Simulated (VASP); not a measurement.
```
MgSe
1.0
    0.00000     2.78460     2.78460
    2.78460     0.00000     2.78460
    2.78460     2.78460     0.00000
Mg Se
1 1
Cartesian
  0.00000   0.00000   0.00000
  2.78460   2.78460   2.78460
```
Cell charge -0.1.

Level of theory: PBE GGA, VASP's PBE PAW potentials (set 64) (plane waves; VASP). Numerical set-up: NELECT = 8.1, 400 eV cut-off, 7×7×7 Γ-centred mesh, Gaussian smearing of 0.050 eV, potentials Mg Se.

The cell is charged, with a uniform compensating background.

Task: Estimate the energy per atom (σ→0), pressure, band gap (on the k-mesh) with the smallest direct gap where there is one.

Result: 
```yaml
band gap (on the k-mesh): none (metal, semimetal or under 0.01 eV)
energy per atom (σ→0): -3.499 eV/atom
pressure: 1.68 GPa
```

The compound is MgSe in the rock salt structure. The cell was not relaxed at this level. The run is one of a series of settings (NELECT = 8.1 against the base run), some of them coarse on purpose.
